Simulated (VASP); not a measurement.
Wanted: the native input for a VASP 6.6.1 run.

* Task: band structure
* Functional: PBE
* Potentials or basis: VASP PAW PBE potentials, release 64 (Be, Zn, Se)
* Cutoff: 520 eV
* k mesh: 4 × 4 × 4
* Occupations: gaussian, width 0.03 eV
* Spin: no spin polarisation
* Further INCAR settings: ALGO = Normal; EDIFF = 1e-06

The structure of BeZn2Se3 lies in POSCAR:

```
BeZn2Se3
1.0
    5.8733800000     -3.3922900000      0.0000000000
    5.8733800000      3.3922900000      0.0000000000
    0.0000000000      0.0000000000      6.4265200000
Be Zn Se
2 4 6
Direct
    0.8416970000      0.1583030000      0.0002020000
    0.1583030000      0.8416970000      0.5002020000
    0.4934170000      0.8318020000      0.0034300000
    0.1681980000      0.5065830000      0.0034300000
    0.5065830000      0.1681980000      0.5034300000
    0.8318020000      0.4934170000      0.5034300000
    0.5243990000      0.1649870000      0.8888030000
    0.8350130000      0.4756010000      0.8888030000
    0.1439430000      0.8560570000      0.8550930000
    0.1649870000      0.5243990000      0.3888030000
    0.4756010000      0.8350130000      0.3888030000
    0.8560570000      0.1439430000      0.3550930000
```

The cell was built by a generator and needn't be a form met in nature.

These files were run (other wordings do the same):

INCAR

```
  PREC = Accurate
  ENCUT = 520
  EDIFF = 1E-6
  ISMEAR = 0
  SIGMA = 0.03
  LREAL = False
  LASPH = True
  NELM = 100
  ALGO = Normal
  ISIF = 2
  LWAVE = False
  LCHARG = False
  GGA = PE
  KPAR = 2
```

KPOINTS

```
regular mesh
0
Gamma
  4 4 4
```

KPOINTS_OPT

```
path GXSRAZGYX1A1TY,ZT
10
line-mode
reciprocal
 0.0000000000  0.0000000000  0.0000000000  G
 0.3333968703 -0.3333968703  0.0000000000  X

 0.3333968703 -0.3333968703  0.0000000000  X
 0.0000000000 -0.5000000000  0.0000000000  S

 0.0000000000 -0.5000000000  0.0000000000  S
 0.0000000000 -0.5000000000 -0.5000000000  R

 0.0000000000 -0.5000000000 -0.5000000000  R
 0.3333968703 -0.3333968703 -0.5000000000  A

 0.3333968703 -0.3333968703 -0.5000000000  A
 0.0000000000  0.0000000000 -0.5000000000  Z

 0.0000000000  0.0000000000 -0.5000000000  Z
 0.0000000000  0.0000000000  0.0000000000  G

 0.0000000000  0.0000000000  0.0000000000  G
-0.5000000000 -0.5000000000  0.0000000000  Y

-0.5000000000 -0.5000000000  0.0000000000  Y
-0.3333968703 -0.6666031297  0.0000000000  X1

-0.3333968703 -0.6666031297  0.0000000000  X1
-0.3333968703 -0.6666031297 -0.5000000000  A1

-0.3333968703 -0.6666031297 -0.5000000000  A1
-0.5000000000 -0.5000000000 -0.5000000000  T

-0.5000000000 -0.5000000000 -0.5000000000  T
-0.5000000000 -0.5000000000  0.0000000000  Y

 0.0000000000  0.0000000000 -0.5000000000  Z
-0.5000000000 -0.5000000000 -0.5000000000  T
```

Potentials or basis: VASP PAW PBE potentials, release 64 (Be, Zn, Se).

Command:

```bash
$ cat potpaw_PBE.64/Be/POTCAR potpaw_PBE.64/Zn/POTCAR potpaw_PBE.64/Se/POTCAR > POTCAR
$ mpirun -np 2 vasp_std > vasp.out
```

Results of the run:

```json
{
  "Pressure": "0.0 GPa",
  "Largest force": "0.005 eV/Å",
  "Band gap on the k mesh": "1.97 eV, direct",
  "Band gap along the path": "1.97 eV, direct"
}
```

It took 14 min on 2 MPI ranks on AMD EPYC 7R13 Processor (Zen 3), with other jobs on the host, peak memory 0.55 GiB a rank.
